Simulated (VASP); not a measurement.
Computed with PBE GGA, VASP's PBE PAW potentials (set 64) (plane waves; VASP 6.6.1).

A VASP calculation is set up with these files.

### POSCAR
```
CaF2
1
    0.0000000000     2.7846000000     2.7846000000
    2.7846000000     0.0000000000     2.7846000000
    2.7846000000     2.7846000000     0.0000000000
Ca F
1 2
Direct
  0.0000000000   0.0000000000   0.0000000000
  0.2500000000   0.2500000000   0.2500000000
  0.7500000000   0.7500000000   0.7500000000
```

KPOINTS:
```
Automatic
0
gamma
  6 6 6
0 0 0
```

INCAR:
```
ALGO  =  Normal
AMIX  =  0.05
BMIX  =  0.0001
EDIFF  =  1E-6
ENCUT  =  520
GGA  =  PE
IMIX  =  1
ISIF  =  2
ISMEAR  =  0
LASPH  =  .TRUE.
LCHARG  =  .FALSE.
LREAL  =  .FALSE.
LWAVE  =  .FALSE.
NELM  =  100
PREC  =  Accurate
SIGMA  =  0.05
SYSTEM  =  CaF2
```

POTCAR, in this order: Ca_sv F (PBE.64 set). Program: vasp_std.

The resulting files:

### OSZICAR
```
...
DAV:  12    -0.174531084797E+02    0.56116E-01   -0.25305E-02   592   0.110E+00    0.352E+00
DAV:  13    -0.174124633913E+02    0.40645E-01   -0.18945E-02   632   0.945E-01    0.321E+00
DAV:  14    -0.173831780777E+02    0.29285E-01   -0.13823E-02   616   0.803E-01    0.295E+00
DAV:  15    -0.173621652515E+02    0.21013E-01   -0.98827E-03   616   0.689E-01    0.273E+00
DAV:  16    -0.173472242364E+02    0.14941E-01   -0.74304E-03   608   0.589E-01    0.254E+00
DAV:  17    -0.173367028425E+02    0.10521E-01   -0.52883E-03   648   0.502E-01    0.238E+00
DAV:  18    -0.173293971323E+02    0.73057E-02   -0.39217E-03   648   0.433E-01    0.223E+00
DAV:  19    -0.173244304691E+02    0.49667E-02   -0.28210E-03   656   0.372E-01    0.210E+00
DAV:  20    -0.173211599608E+02    0.32705E-02   -0.20761E-03   648   0.321E-01    0.199E+00
DAV:  21    -0.173191211848E+02    0.20388E-02   -0.15322E-03   672   0.276E-01    0.188E+00
DAV:  22    -0.173179666643E+02    0.11545E-02   -0.11006E-03   640   0.239E-01    0.178E+00
DAV:  23    -0.173174463486E+02    0.52032E-03   -0.82417E-04   680   0.209E-01    0.169E+00
DAV:  24    -0.173173785391E+02    0.67809E-04   -0.60923E-04   688   0.182E-01    0.161E+00
DAV:  25    -0.173176277525E+02   -0.24921E-03   -0.44886E-04   680   0.160E-01    0.153E+00
DAV:  26    -0.173180962596E+02   -0.46851E-03   -0.34137E-04   704   0.142E-01    0.145E+00
DAV:  27    -0.173187124800E+02   -0.61622E-03   -0.25694E-04   704   0.126E-01    0.138E+00
DAV:  28    -0.173194236628E+02   -0.71118E-03   -0.19655E-04   688   0.114E-01    0.131E+00
DAV:  29    -0.173201915145E+02   -0.76785E-03   -0.15356E-04   704   0.103E-01    0.125E+00
DAV:  30    -0.173209879831E+02   -0.79647E-03   -0.12013E-04   680   0.937E-02    0.119E+00
DAV:  31    -0.173217927606E+02   -0.80478E-03   -0.97794E-05   680   0.865E-02    0.113E+00
DAV:  32    -0.173225911919E+02   -0.79843E-03   -0.78575E-05   672   0.806E-02    0.107E+00
DAV:  33    -0.173233728497E+02   -0.78166E-03   -0.65878E-05   656   0.754E-02    0.102E+00
DAV:  34    -0.173241304527E+02   -0.75760E-03   -0.54711E-05   656   0.708E-02    0.969E-01
DAV:  35    -0.173248590362E+02   -0.72858E-03   -0.47140E-05   656   0.668E-02    0.921E-01
DAV:  36    -0.173255553263E+02   -0.69629E-03   -0.40108E-05   648   0.633E-02    0.875E-01
DAV:  37    -0.173262173600E+02   -0.66203E-03   -0.35254E-05   632   0.602E-02    0.832E-01
DAV:  38    -0.173268442243E+02   -0.62686E-03   -0.31223E-05   656   0.573E-02    0.790E-01
DAV:  39    -0.173274356496E+02   -0.59143E-03   -0.27566E-05   632   0.547E-02    0.751E-01
DAV:  40    -0.173279919485E+02   -0.55630E-03   -0.24828E-05   648   0.522E-02    0.713E-01
DAV:  41    -0.173285138431E+02   -0.52189E-03   -0.22318E-05   632   0.498E-02    0.677E-01
DAV:  42    -0.173290023249E+02   -0.48848E-03   -0.20191E-05   648   0.475E-02    0.643E-01
DAV:  43    -0.173294585914E+02   -0.45627E-03   -0.18291E-05   632   0.454E-02    0.611E-01
DAV:  44    -0.173298839830E+02   -0.42539E-03   -0.16656E-05   648   0.433E-02    0.580E-01
DAV:  45    -0.173302799315E+02   -0.39595E-03   -0.15162E-05   632   0.414E-02    0.551E-01
DAV:  46    -0.173306479195E+02   -0.36799E-03   -0.13848E-05   640   0.395E-02    0.523E-01
DAV:  47    -0.173309894511E+02   -0.34153E-03   -0.12636E-05   632   0.377E-02    0.496E-01
DAV:  48    -0.173313060284E+02   -0.31658E-03   -0.11557E-05   640   0.360E-02    0.471E-01
DAV:  49    -0.173315991339E+02   -0.29311E-03   -0.10557E-05   632   0.344E-02    0.447E-01
DAV:  50    -0.173318702168E+02   -0.27108E-03   -0.96605E-06   640   0.328E-02    0.425E-01
DAV:  51    -0.173321206829E+02   -0.25047E-03   -0.88279E-06   632   0.313E-02    0.403E-01
DAV:  52    -0.173323518871E+02   -0.23120E-03   -0.80780E-06   640   0.299E-02    0.383E-01
DAV:  53    -0.173325651281E+02   -0.21324E-03   -0.73810E-06   632   0.285E-02    0.363E-01
DAV:  54    -0.173327616448E+02   -0.19652E-03   -0.67519E-06   640   0.272E-02    0.345E-01
DAV:  55    -0.173329426149E+02   -0.18097E-03   -0.61673E-06   632   0.259E-02    0.327E-01
DAV:  56    -0.173331091531E+02   -0.16654E-03   -0.56390E-06   640   0.247E-02    0.311E-01
DAV:  57    -0.173332623109E+02   -0.15316E-03   -0.51400E-06   616   0.235E-02    0.295E-01
DAV:  58    -0.173334030795E+02   -0.14077E-03   -0.47289E-06   640   0.225E-02    0.280E-01
DAV:  59    -0.173335323876E+02   -0.12931E-03   -0.42777E-06   600   0.214E-02    0.266E-01
DAV:  60    -0.173336511063E+02   -0.11872E-03   -0.39630E-06   624   0.206E-02    0.252E-01
DAV:  61    -0.173337600513E+02   -0.10894E-03   -0.35707E-06   592   0.195E-02    0.239E-01
DAV:  62    -0.173338599800E+02   -0.99929E-04   -0.32895E-06   608   0.187E-02    0.227E-01
DAV:  63    -0.173339516017E+02   -0.91622E-04   -0.29803E-06   592   0.178E-02    0.216E-01
DAV:  64    -0.173340355717E+02   -0.83970E-04   -0.27223E-06   592   0.170E-02    0.205E-01
DAV:  65    -0.173341125012E+02   -0.76930E-04   -0.24961E-06   592   0.163E-02    0.194E-01
DAV:  66    -0.173341829553E+02   -0.70454E-04   -0.22568E-06   584   0.154E-02    0.184E-01
DAV:  67    -0.173342474583E+02   -0.64503E-04   -0.20973E-06   584   0.150E-02    0.175E-01
DAV:  68    -0.173343064960E+02   -0.59038E-04   -0.18829E-06   584   0.141E-02    0.166E-01
DAV:  69    -0.173343605153E+02   -0.54019E-04   -0.17310E-06   576   0.136E-02    0.158E-01
DAV:  70    -0.173344099310E+02   -0.49416E-04   -0.15708E-06   584   0.129E-02    0.150E-01
DAV:  71    -0.173344551225E+02   -0.45192E-04   -0.14208E-06   568   0.123E-02    0.142E-01
DAV:  72    -0.173344964418E+02   -0.41319E-04   -0.13306E-06   584   0.118E-02    0.135E-01
DAV:  73    -0.173345342127E+02   -0.37771E-04   -0.11850E-06   568   0.112E-02    0.128E-01
DAV:  74    -0.173345687318E+02   -0.34519E-04   -0.10945E-06   576   0.108E-02    0.122E-01
DAV:  75    -0.173346002746E+02   -0.31543E-04   -0.98894E-07   560   0.102E-02    0.115E-01
DAV:  76    -0.173346290914E+02   -0.28817E-04   -0.90572E-07   568   0.979E-03    0.110E-01
DAV:  77    -0.173346554134E+02   -0.26322E-04   -0.83334E-07   552   0.940E-03    0.104E-01
DAV:  78    -0.173346794510E+02   -0.24038E-04   -0.74610E-07   536   0.896E-03    0.988E-02
DAV:  79    -0.173347014000E+02   -0.21949E-04   -0.72025E-07   536   0.883E-03    0.938E-02
DAV:  80    -0.173347214401E+02   -0.20040E-04   -0.63439E-07   520   0.829E-03    0.890E-02
DAV:  81    -0.173347397335E+02   -0.18293E-04   -0.58493E-07   512   0.802E-03    0.845E-02
DAV:  82    -0.173347564320E+02   -0.16698E-04   -0.52784E-07   512   0.764E-03    0.802E-02
DAV:  83    -0.173347716729E+02   -0.15241E-04   -0.47786E-07   504   0.727E-03    0.762E-02
DAV:  84    -0.173347855804E+02   -0.13908E-04   -0.43112E-07   512   0.691E-03    0.723E-02
DAV:  85    -0.173347982698E+02   -0.12689E-04   -0.39600E-07   504   0.664E-03    0.687E-02
DAV:  86    -0.173348098463E+02   -0.11576E-04   -0.35941E-07   504   0.632E-03    0.652E-02
DAV:  87    -0.173348204061E+02   -0.10560E-04   -0.33027E-07   504   0.606E-03    0.619E-02
DAV:  88    -0.173348300374E+02   -0.96313E-05   -0.29924E-07   504   0.576E-03    0.588E-02
DAV:  89    -0.173348388210E+02   -0.87836E-05   -0.27454E-07   504   0.551E-03    0.558E-02
DAV:  90    -0.173348468304E+02   -0.80094E-05   -0.24861E-07   504   0.524E-03    0.530E-02
DAV:  91    -0.173348541332E+02   -0.73028E-05   -0.22782E-07   496   0.501E-03    0.503E-02
DAV:  92    -0.173348607908E+02   -0.66576E-05   -0.20628E-07   488   0.477E-03    0.477E-02
DAV:  93    -0.173348668597E+02   -0.60688E-05   -0.18888E-07   480   0.455E-03    0.453E-02
DAV:  94    -0.173348723909E+02   -0.55313E-05   -0.17099E-07   472   0.433E-03    0.430E-02
DAV:  95    -0.173348774319E+02   -0.50410E-05   -0.15650E-07   464   0.413E-03    0.409E-02
DAV:  96    -0.173348820253E+02   -0.45934E-05   -0.14169E-07   440   0.393E-03    0.388E-02
DAV:  97    -0.173348862104E+02   -0.41851E-05   -0.12981E-07   432   0.375E-03    0.368E-02
DAV:  98    -0.173348900231E+02   -0.38128E-05   -0.11746E-07   432   0.357E-03    0.350E-02
DAV:  99    -0.173348934960E+02   -0.34728E-05   -0.10754E-07   416   0.340E-03    0.332E-02
DAV: 100    -0.173348966590E+02   -0.31631E-05   -0.97384E-08   400   0.324E-03
   1 F= -.17334897E+02 E0= -.17334897E+02  d E =-.120999E-11
```

OUTCAR:
```
------------------------ aborting loop EDIFF was not reached (unconverged)  ----------------------------
  FORCE on cell =-STRESS in cart. coord.  units (eV):
  Direction    XX          YY          ZZ          XY          YZ          ZX
  --------------------------------------------------------------------------------------
  Total       -0.5446045     -0.5446045     -0.5446045      0.0000000      0.0000000      0.0000000
  in kB      -20.2056750    -20.2056750    -20.2056750      0.0000000      0.0000000      0.0000000
  external PRESSURE =     -20.2056750 kB  Pullay stress =       0.0000000 kB
  volume of cell :       43.18
      direct lattice vectors                 reciprocal lattice vectors
     0.000000000  2.784600000  2.784600000    -0.179559003  0.179559003  0.179559003
     2.784600000  0.000000000  2.784600000     0.179559003 -0.179559003  0.179559003
     2.784600000  2.784600000  0.000000000     0.179559003  0.179559003 -0.179559003
 POSITION                                       TOTAL-FORCE (eV/Angst)
 -----------------------------------------------------------------------------------
      0.00000      0.00000      0.00000         0.000000      0.000000     -0.000000
      1.39230      1.39230      1.39230         0.000000      0.000000      0.000000
      4.17690      4.17690      4.17690        -0.000000     -0.000000     -0.000000
 -----------------------------------------------------------------------------------
    total drift:                                0.000000     -0.000000      0.000000
  FREE ENERGIE OF THE ION-ELECTRON SYSTEM (eV)
  ---------------------------------------------------
  free  energy   TOTEN  =       -17.3348966590 eV

  energy  without entropy=      -17.3348966590  energy(sigma->0) =      -17.33489666
```
(Selected blocks of OUTCAR.)

**stdout**
```
...
DAV:  81    -0.173347397335E+02   -0.18293E-04   -0.58493E-07   512   0.802E-03    0.845E-02
DAV:  82    -0.173347564320E+02   -0.16698E-04   -0.52784E-07   512   0.764E-03    0.802E-02
DAV:  83    -0.173347716729E+02   -0.15241E-04   -0.47786E-07   504   0.727E-03    0.762E-02
DAV:  84    -0.173347855804E+02   -0.13908E-04   -0.43112E-07   512   0.691E-03    0.723E-02
DAV:  85    -0.173347982698E+02   -0.12689E-04   -0.39600E-07   504   0.664E-03    0.687E-02
DAV:  86    -0.173348098463E+02   -0.11576E-04   -0.35941E-07   504   0.632E-03    0.652E-02
DAV:  87    -0.173348204061E+02   -0.10560E-04   -0.33027E-07   504   0.606E-03    0.619E-02
DAV:  88    -0.173348300374E+02   -0.96313E-05   -0.29924E-07   504   0.576E-03    0.588E-02
DAV:  89    -0.173348388210E+02   -0.87836E-05   -0.27454E-07   504   0.551E-03    0.558E-02
DAV:  90    -0.173348468304E+02   -0.80094E-05   -0.24861E-07   504   0.524E-03    0.530E-02
DAV:  91    -0.173348541332E+02   -0.73028E-05   -0.22782E-07   496   0.501E-03    0.503E-02
DAV:  92    -0.173348607908E+02   -0.66576E-05   -0.20628E-07   488   0.477E-03    0.477E-02
DAV:  93    -0.173348668597E+02   -0.60688E-05   -0.18888E-07   480   0.455E-03    0.453E-02
DAV:  94    -0.173348723909E+02   -0.55313E-05   -0.17099E-07   472   0.433E-03    0.430E-02
DAV:  95    -0.173348774319E+02   -0.50410E-05   -0.15650E-07   464   0.413E-03    0.409E-02
DAV:  96    -0.173348820253E+02   -0.45934E-05   -0.14169E-07   440   0.393E-03    0.388E-02
DAV:  97    -0.173348862104E+02   -0.41851E-05   -0.12981E-07   432   0.375E-03    0.368E-02
DAV:  98    -0.173348900231E+02   -0.38128E-05   -0.11746E-07   432   0.357E-03    0.350E-02
DAV:  99    -0.173348934960E+02   -0.34728E-05   -0.10754E-07   416   0.340E-03    0.332E-02
DAV: 100    -0.173348966590E+02   -0.31631E-05   -0.97384E-08   400   0.324E-03

 -----------------------------------------------------------------------------
|                                                                             |
|           W    W    AA    RRRRR   N    N  II  N    N   GGGG   !!!           |
|           W    W   A  A   R    R  NN   N  II  NN   N  G    G  !!!           |
|           W    W  A    A  R    R  N N  N  II  N N  N  G       !!!           |
|           W WW W  AAAAAA  RRRRR   N  N N  II  N  N N  G  GGG   !            |
|           WW  WW  A    A  R   R   N   NN  II  N   NN  G    G                |
|           W    W  A    A  R    R  N    N  II  N    N   GGGG   !!!           |
|                                                                             |
|     The electronic self-consistency was not achieved in the given           |
|     number of steps (NELM). The forces and other quantities evaluated       |
|     might not be reliable so examine the results carefully. If you find     |
|     spurious results, we suggest increasing NELM, if you were close to      |
|     convergence or switching to a different ALGO or adjusting the           |
|     density mixing parameters otherwise.                                    |
|                                                                             |
 -----------------------------------------------------------------------------

   1 F= -.17334897E+02 E0= -.17334897E+02  d E =-.120999E-11
```

The run did not converge; its last values are not results.

The compound is CaF2 in the fluorite structure. The cell was not relaxed at this level. The run is one of a series of settings (AMIX = 0.05, BMIX = 0.0001, IMIX = 1 against the base run), some of them coarse on purpose.
